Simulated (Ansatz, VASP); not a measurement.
## Cross-check of Ga2O3 between VASP and Ansatz

Aim: how closely do two programs agree when they are given the same cell, functional and k mesh? The cell is taken from a series of runs on this material, whose earlier steps may have relaxed, scaled, displaced or heated it; both programs get it as it stands.

Main program and level: Ansatz 0.2.0; plane waves, with VASP 6.6.1 beside it; G0W0 gap at PBE.

## 1. Set-up

Symmetry: R-3c, No. 167, trigonal system. Conventional cell: a = 5.058 Å, b = 5.058 Å, c = 13.622 Å, α = 90.00°, β = 90.00°, γ = 120.00°. Nearest to Ga lie 6 O at 1.95 to 2.10 Å. O has 4 Ga at 1.95 to 2.10 Å nearest. Farther neighbours and most contacts between anions are not listed.

## 2. Ansatz: G0W0 gap, PBE

Ansatz runs on its default PAW (the set named soft_2) files.

Quasiparticle shifts depend on high empty states and on the cores, so they are the hardest test of two PAW sets.

File input.yaml:

```yaml
crystal:
  lattice:
    - [2.5288302155, 1.4600208056, 4.540832033]
    - [-2.5288302155, 1.4600208056, 4.540832033]
    - [0.0, -2.9200416113, 4.540832033]
  atoms:
    - { symbol: Ga, position: [0.8558409214, 0.8558409214, 0.8558409214] }
    - { symbol: Ga, position: [0.6441590786, 0.6441590786, 0.6441590786] }
    - { symbol: Ga, position: [0.1441590786, 0.1441590786, 0.1441590786] }
    - { symbol: Ga, position: [0.3558409214, 0.3558409214, 0.3558409214] }
    - { symbol: O, position: [0.75, 0.4468771314, 0.0531228686] }
    - { symbol: O, position: [0.4468771314, 0.0531228686, 0.75] }
    - { symbol: O, position: [0.0531228686, 0.75, 0.4468771314] }
    - { symbol: O, position: [0.25, 0.5531228686, 0.9468771314] }
    - { symbol: O, position: [0.9468771314, 0.25, 0.5531228686] }
    - { symbol: O, position: [0.5531228686, 0.9468771314, 0.25] }
kpoints:
  mp_grid: { grid: [4, 4, 4] }
hamiltonian:
  xc: pbe
scf:
  occupations: { method: fixed }
gw:
  n_empty_bands: 214
  ecut_chi: 96
  qp_bands: [v3, c3]
  qp_kpoints: band_edges
  screening: { model: contour_deformation }
```

Run with:

```sh
ansatz run input.yaml --threads 3 --pin off --max-ram 92160MiB --backend cuda --devices 1 --max-vram 13GiB --events-out ev --progress --plain --runs-dir out
```

Numbers of over 12 decimals in the logs are rounded to 6 here.

The program printed:

```text
GPUs: using 1 of 1 available (devices: 1).
Engine: ansatz 0.2.0, x86_64-unknown-linux-gnu
Pseudopotentials: kind: paw
Pseudopotential: Ga, paw, valence charge 13, recommended cutoff 420 eV (normal), Ga.paw.azcp
Pseudopotential: O, paw, valence charge 6, recommended cutoff 420 eV (normal), O.paw.azcp
Functional definition: PBE
  parameter kappa = 0.804
  parameter beta = 0.066725
  exchange = pbe_x(kappa = kappa, mu = beta*pi^2/3)
  correlation = pbe_c(beta = beta)
device memory: the entry about to start is reckoned to put 2.8 GiB on a device that reports 17.5 GiB free (of which the cap on the GPU budget leaves the run 13.0 GiB)
GPU FFT provider: cuFFT
GPU libraries: cuBLAS 13.8.2, cuFFT 12.4.0, cuSOLVER 12.3.4
Crystal: 10 atoms, lattice volume = 100.592 Å³
Basis set: ecut = 420 eV, 1929 PW (Γ)
Bands: 54, of which v1, the nominal top of the filled ones, is band 44 counted from 1 (43 counted from 0)
Symmetry: 12 space group operations
Space group: R-3c (ITA 167), of the structure as read, at distance tolerance 4.7e-5 Å
k-points: 13 of 64
Non-local potential: Ga, projectors of the file, l = 0: 2, l = 1: 2, l = 2: 3, l = 3: 1
Non-local potential: O, projectors of the file, l = 0: 2, l = 1: 2, l = 2: 1
PAW form: soft (Blöchl's): semilocal exchange-correlation on the pseudo side does not see the compensation charge
PAW one-centre angular grid: Ga, 590 points (default); XC on 64 Gauss nodes
PAW one-centre angular grid: O, 110 points (default); XC on 64 Gauss nodes
Initial density: superposition of atomic densities (neutral atoms: chi_scale 0, normalization atom), corrected by the library's trained network
Initial wavefunctions: pseudopotential atomic-orbital guess
GPU buffer pool allocated for 64000 grid points (all kernels)
GPU transforms: local potential and band sums: pruned to the plane-wave sphere, on 40×40×40
Functional: x = pbe(κ = 0.804, μ = 0.219515), c = pbe(β = 0.066725)
SCF iter   1: F=—  HF=-18539.812333 eV  |F-HF|=—  |Δ(HF+E_count)|=         —  Δρ=1.05e-3  dr2=2.64e-4  ethr=1.77e-3  ⟨swp⟩=5.0  Hψ=2170  notcnv=0  defer=101
preconditioner: auto → Resta (q_TF=auto, 2.668 Å⁻¹)  ε∞=4.8  [insulator: Δε(μ)=2.437 eV  Ē_g=17.825 eV  n_scr=26 (ndim 8)  ℏωp=34.7 eV  f_vac=0.017  ε∞_Penn≈4.8]
SCF iter   2: F=—  HF=-18539.812566 eV  |F-HF|=—  |Δ(HF+E_count)|=   2.33e-4  Δρ=5.81e-4  dr2=7.65e-5  ethr=3.00e-7  ⟨swp⟩=2.8  Hψ=1571  notcnv=0  defer=104
SCF iter   3: F=—  HF=-18539.813009 eV  |F-HF|=—  |Δ(HF+E_count)|=   4.43e-4  Δρ=1.72e-4  dr2=1.43e-5  ethr=8.69e-8  ⟨swp⟩=2.0  Hψ=1218  notcnv=0  defer=97
SCF iter   4: F=—  HF=-18539.813010 eV  |F-HF|=—  |Δ(HF+E_count)|=   1.20e-6  Δρ=4.56e-5  dr2=1.05e-6  ethr=1.62e-8  ⟨swp⟩=2.0  Hψ=1137  notcnv=0  defer=101
SCF iter   5: F=—  HF=-18539.813013 eV  |F-HF|=—  |Δ(HF+E_count)|=   2.63e-6  Δρ=1.49e-5  dr2=1.42e-7  ethr=1.19e-9  ⟨swp⟩=2.0  Hψ=1215  notcnv=0  defer=102
SCF iter   6: F=-18539.813013 eV  HF=-18539.813013 eV  |F-HF|=1.73e-8  |Δ(HF+E_count)|=   2.77e-7  Δρ=7.52e-6  dr2=4.61e-8  ethr=1.14e-10  ⟨swp⟩=10.5  Hψ=2768  notcnv=0
SCF 1 converged in 6 iterations: F = -18539.813013 eV  dr2 = 4.61e-8
  greatest PAW one-centre occupation: 0.998 electrons in one spin orbital (limit 2), on the Ga atom at site 3 (counted from 0), in its partial waves of l = 2
device memory: the entry about to start is reckoned to put 3.6 GiB on a device that reports 17.6 GiB free (of which the cap on the GPU budget leaves the run 13.0 GiB)
NSCF: frozen V_eff on 13 k-points
the band table was solved once the SCF had ended and its energy, with any forces and stress, was formed, with the checks that follow a solve (2510 applications of the Hamiltonian). They found nothing against the state; the energy, forces and stress were not computed again (output.eigenvalues in the input reference)
device memory: the entry about to start is reckoned to put 4.1 GiB on a device that reports 20.3 GiB free (of which the cap on the GPU budget leaves the run 13.0 GiB)
NSCF: frozen V_eff on 13 k-points
G₀W₀ screening: q 1/13
[... further progress lines ...]
device memory: the entry about to start is reckoned to put 0.9 GiB on a device that reports 34.2 GiB free (of which the cap on the GPU budget leaves the run 13.0 GiB)
NSCF: frozen V_eff on 1 k-points
device memory: the entry about to start is reckoned to put 0.9 GiB on a device that reports 34.5 GiB free (of which the cap on the GPU budget leaves the run 13.0 GiB)
NSCF: frozen V_eff on 1 k-points
device memory: the entry about to start is reckoned to put 0.8 GiB on a device that reports 34.3 GiB free (of which the cap on the GPU budget leaves the run 13.0 GiB)
NSCF: frozen V_eff on 1 k-points
SCF converged after 6 iterations
Free energy (F): -18539.813013 eV
Harris-Foulkes:  -18539.813013 eV  (|F-HF|=1.73e-8)
Internal energy: -18539.813013 eV  (E = F + TS)
E sigma→0 (E₀):  -18539.813013 eV
Fermi energy:    8.557647 eV
--- Per-component energies (eV) ---
  E_band       = -38.838775
  E_kinetic    = 1517.073766
[...]
k-point 1: bands = [... 40 lower, 8.0116, 8.0646, 8.4183, 8.5576, 12.5983, 14.7521, 15.5701, 16.4059, ... 6 higher]
  k-point 2: bands = [... 40 lower, 7.6703, 7.6703, 8.4498, 8.4498, 14.6132, 14.6132, 14.9793, 14.9793, ... 6 higher]
  k-point 12: bands = [... 40 lower, 8.3051, 8.3051, 8.3051, 8.3051, 14.0803, 14.0803, 16.0876, 16.0876, ... 6 higher]
--- G₀W₀: contour deformation, 6 samples at zero and on the imaginary axis and 2 off it, 64 q-points, 214 empty bands' worth ---
  eigenvalues of the whole cell's RPA ε∞ on this k-mesh (on a slab, of 1 + 4πα/V) = 4.3840, 4.5134, 4.5134; static W/v taken at q = 0 is 0.223609
  bands read: the sum over 258 bands ends inside a degenerate multiplet in 2 slots, whose members it reads at an even weight; the widest, k=12: bands 257 to 260 (counted from 1) at 2/4 each
  gw.qp_kpoints: band_edges: 13 of 13 stored k-points solved, in 1 pass; an edge of the gap read off the rows below is read off those points alone
    ik  band        ε_KS         Σx   Σc(E_QP)       V_xc       Z   E_QP_lin       E_QP  E_QP is
     0    42      8.2871   -26.3090     4.6046   -21.1797  0.7650     7.7589     7.7624  root
     0    43      8.3648   -26.8226     4.7938   -21.4512  0.7635     7.7828     7.7871  root
     0    44      8.3648   -26.8226     4.7938   -21.4512  0.7635     7.7828     7.7871  root
     0    45     10.9982   -13.3582    -3.4404   -17.7316  0.8276    11.9375    11.9313  root
     0    46     14.9154   -13.0492    -4.2140   -18.7269  0.8065    16.4043    16.3792  root
     0    47     15.1675   -10.0053    -4.3820   -15.4702  0.8196    16.2630    16.2504  root
     1    42      8.0646   -26.4463     4.7152   -21.1319  0.7638     7.4606     7.4655  root
     1    43      8.4183   -27.0292     4.8674   -21.5570  0.7630     7.8087     7.8136  root
     1    44      8.5576   -27.3731     4.8790   -21.8969  0.7637     7.9557     7.9604  root
     1    45     12.5983   -14.6782    -3.2815   -19.0708  0.8125    13.7196    13.7094  root
     1    46     14.7521   -12.8177    -4.1713   -18.3888  0.8097    16.1738    16.1519  root
     1    47     15.5701   -12.2265    -4.4228   -18.0350  0.8040    16.9806    16.9559  root
     2    42      7.6703   -26.0643     5.0051   -20.3486  0.7575     6.9520     6.9597  root
     2    43      8.4498   -27.3358     4.8834   -21.8324  0.7636     7.8246     7.8297  root
     2    44      8.4498   -27.3358     4.8834   -21.8324  0.7636     7.8246     7.8297  root
     2    45     14.6132   -13.4815    -4.0826   -18.9158  0.8061    15.9858    15.9647  root
     2    46     14.6132   -13.4815    -4.0826   -18.9158  0.8061    15.9858    15.9647  root
     2    47     14.9793   -12.6492    -4.2457   -18.2416  0.8071    16.3475    16.3259  root
     3    42      8.0624   -27.0688     4.9020   -21.4847  0.7626     7.3737     7.3802  root
     3    43      8.3310   -26.8236     4.8697   -21.3420  0.7625     7.7140     7.7191  root
     3    44      8.3630   -27.5330     4.7491   -22.1858  0.7661     7.7603     7.7649  root
     3    45     12.9064   -14.8073    -3.3320   -19.2939  0.8101    14.0727    14.0610  root
     3    46     14.8414   -12.7396    -4.2115   -18.3514  0.8097    16.2638    16.2416  root
     3    47     15.6472   -12.4057    -4.4379   -18.2512  0.8018    17.0812    17.0548  root
[...]
11    46     14.9311   -13.4647    -4.2157   -19.0896  0.8040    16.3644    16.3403  root
    11    47     15.5017   -13.3871    -4.3838   -19.2360  0.7987    16.9960    16.9668  root
    12    42      8.3051   -27.3341     4.8160   -21.9013  0.7645     7.6833     7.6883  root
    12    43      8.3051   -27.3341     4.8160   -21.9013  0.7645     7.6833     7.6883  root
    12    44      8.3051   -27.3341     4.8160   -21.9013  0.7645     7.6833     7.6883  root
    12    45     14.0803   -13.7734    -3.8535   -18.8958  0.8070    15.3666    15.3492  root
    12    46     14.0803   -13.7734    -3.8535   -18.8958  0.8070    15.3666    15.3492  root
    12    47     16.0876   -11.8118    -4.6655   -17.9049  0.8054    17.5426    17.5152  root
```

In the SCF lines HF is the Harris–Foulkes energy and dr2 the Hartree energy of the density residual, in eV; the loop may stop once dr2 is under the threshold and the program's other checks hold. Hψ counts applications of the Hamiltonian.

[end of part 1 of 2]

[Lines on the potential files, build, host, timing and source positions are cut from VASP's logs without a mark.]

[Logs are printed without paths, hosts, clocks, repeated set-up lines and the standing remarks that a program may print on its own settings, such as how far it seeks lower states.]

[Hosts, paths, dates, database ids (printed as entryN), source tags and the programs' standing remarks are cut or masked in the printed files.]
